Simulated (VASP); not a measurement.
Data:

```xyz
3
Lattice="1.9363 -3.3538 0.0000 1.9363 3.3538 0.0000 0.0000 0.0000 6.8955" Properties=species:S:1:pos:R:3 pbc="T T T"
Sn     0.0000     0.0000     6.8955
Se     1.9363     1.1179     1.5951
Se     1.9363    -1.1179     5.3005
```

All values below come from PBE GGA, VASP's PBE PAW potentials (set 64) (plane waves; VASP 6.6.1). Run with 480 eV cut-off, 6×6×4 Γ-centred mesh, Gaussian smearing of 0.050 eV, potentials Sn_d Se.

Without a dispersion term in the relaxation, distances and binding between the weakly bound layers, chains or molecules are unreliable, and so is what depends on them.

Each relaxation starts from this cell; other phases were not tried.

Problem. The cell is relaxed at 15 GPa. What happens?

Solution. The volume per atom goes from 29.85 to 21.24 Å³ (-28.9 %), and the cell becomes a = 3.7083 Å, b = 3.7083 Å, c = 5.3503 Å, α = 90.00°, β = 90.00°, γ = 120.00°, space group P-3m1. The gap on the mesh, 0.69 eV at the start, closes.

Failed runs are left out, and for metals the shear rows, which the mesh's noise covers.

The compound is SnSe2 in the 1T layered structure.
